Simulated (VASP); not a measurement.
A convergence study with VASP on W (bcc): one setting is varied, all else stays as given below, so the limit is that of these other settings.

```
CELL_PARAMETERS angstrom
     -1.58000     1.58000     1.58000
      1.58000    -1.58000     1.58000
      1.58000     1.58000    -1.58000
ATOMIC_POSITIONS crystal
  W  0.00000 0.00000 0.00000
```

Method: PBE GGA, VASP's PBE PAW potentials (set 64) (plane waves; VASP). The tightest run used: 550 eV cut-off, 22×22×22 Monkhorst-Pack mesh, first-order Methfessel-Paxton smearing of 0.10 eV, potentials W_sv.

Question: The settings run are 1×1×1 mesh; 2×2×2 mesh; 3×3×3 mesh; 4×4×4 mesh; 5×5×5 mesh; 6×6×6 mesh; 7×7×7 mesh; 8×8×8 mesh; 9×9×9 mesh; 10×10×10 mesh; 11×11×11 mesh; 12×12×12 mesh; 13×13×13 mesh; 14×14×14 mesh; 15×15×15 mesh; 16×16×16 mesh; 17×17×17 mesh; 18×18×18 mesh; 19×19×19 mesh; 20×20×20 mesh; 21×21×21 mesh; 22×22×22 mesh. From which on does the stress (every component) stay within 0.5 GPa of the tightest run?

Answer: From 11×11×11 mesh on: it is off by 0.31 there and by no more than 0.5 in any finer run, while 10×10×10 mesh is off by 0.91.
```tsv
setting	E (eV/atom)	pressure (GPa)	irreducible k-points	difference judged (GPa)
1×1×1 mesh	-12.9164	135.70	1	128.02
2×2×2 mesh	-9.6913	51.37	2	43.69
3×3×3 mesh	-12.5089	16.50	4	8.81
4×4×4 mesh	-13.1504	4.58	6	3.10
5×5×5 mesh	-12.9939	7.57	10	0.11
6×6×6 mesh	-12.9045	7.85	14	0.16
7×7×7 mesh	-12.8750	9.13	20	1.45
8×8×8 mesh	-12.9376	8.48	26	0.79
9×9×9 mesh	-12.9549	7.44	35	0.24
10×10×10 mesh	-12.9454	6.78	44	0.91
11×11×11 mesh	-12.9232	7.99	56	0.31
12×12×12 mesh	-12.9408	7.84	68	0.16
13×13×13 mesh	-12.9597	7.40	84	0.28
14×14×14 mesh	-12.9497	7.78	100	0.10
15×15×15 mesh	-12.9444	7.99	120	0.31
16×16×16 mesh	-12.9376	8.09	140	0.41
17×17×17 mesh	-12.9446	7.82	165	0.14
18×18×18 mesh	-12.9493	7.89	190	0.21
19×19×19 mesh	-12.9474	7.44	220	0.24
20×20×20 mesh	-12.9421	7.60	250	0.08
21×21×21 mesh	-12.9416	7.72	286	0.04
22×22×22 mesh	-12.9486	7.68	322	0.00
```

Left out are rungs that failed or repeat a setting and relaxations that didn't move; long series are thinned to 24 rows.

The compound is W in the bcc structure. The cell was not relaxed at this level.
